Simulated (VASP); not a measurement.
These are PBE GGA, VASP's PBE PAW potentials (set 64) (plane waves; VASP 6.6.1) values and carry that method's errors.

A VASP calculation is set up with these files.

### POSCAR
```
PtSe2
1
    3.6192560000     0.0000000000     0.0000000000
   -1.8096280000     3.1343680000     0.0000000000
    0.0000000000     0.0000000000    16.9820380000
Pt Se
1 2
Direct
  0.0000000000   0.0000000000   0.5000000000
  0.3333330000   0.6666670000   0.5878000000
  0.6666670000   0.3333330000   0.4122000000
```

KPOINTS_OPT:
```
k-points along high-symmetry lines
20
Line-mode
Reciprocal
  0.000000   0.000000   0.000000 ! GAMMA
  0.500000   0.000000   0.000000 ! M

  0.500000   0.000000   0.000000 ! M
  0.333333   0.333333   0.000000 ! K

  0.333333   0.333333   0.000000 ! K
  0.000000   0.000000   0.000000 ! GAMMA
```

KPOINTS:
```
Automatic mesh
0
G
 9 9 1
```

**INCAR**
```
ALGO = Normal
EDIFF = 1E-6
ENCUT = 300
GGA = PE
ISIF = 2
ISMEAR = 0
LASPH = T
LCHARG = F
LMAXMIX = 6
LREAL = F
LWAVE = F
NELM = 100
PREC = Accurate
SIGMA = 0.136
SYSTEM = PtSe2
```

POTCAR, in this order: Pt Se (PBE.64 set). Program: vasp_std.

### Question
What will the output report for the number of irreducible k-points (NKPTS), largest plane-wave count, number of space-group operations, FFT grid (NGX, NGY, NGZ)?

### Answer

The number of irreducible k-points (NKPTS) is 12, the largest plane-wave count comes out as 2295 and the number of space-group operations is 12. The FFT grid (NGX, NGY, NGZ) comes out as 20 × 20 × 96.

The cell is a sheet with vacuum, built from a generated structure.
